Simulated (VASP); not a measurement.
Here is the system:

```
CELL_PARAMETERS angstrom
     -1.31245     1.31245     1.31245
      1.31245    -1.31245     1.31245
      1.31245     1.31245    -1.31245
ATOMIC_POSITIONS crystal
  F  0.00000 0.00000 0.00000
```

All values below come from PBEsol GGA, VASP's PBE PAW potentials (set 64) (plane waves; VASP). Numerical set-up: 520 eV cut-off, Gaussian smearing of 0.050 eV, potentials F.

Problem. Give the energies of bands 2 to 4 at the high-symmetry points, in eV from the Fermi level.

Solution. 
```
band     Γ      H      N      P
----  ----  -----  -----  -----
2     0.54  -2.38  -4.70  -2.27
3     0.54  -2.38  -0.68  -2.27
4     0.54  -2.38   0.36  -2.27
```

It has no gap at this level: it comes out as a metal or semimetal.

The structure was generated: F was put into the bcc type (Im-3m), which need not be its known phase. It was relaxed first, which changed the volume by -10 %.
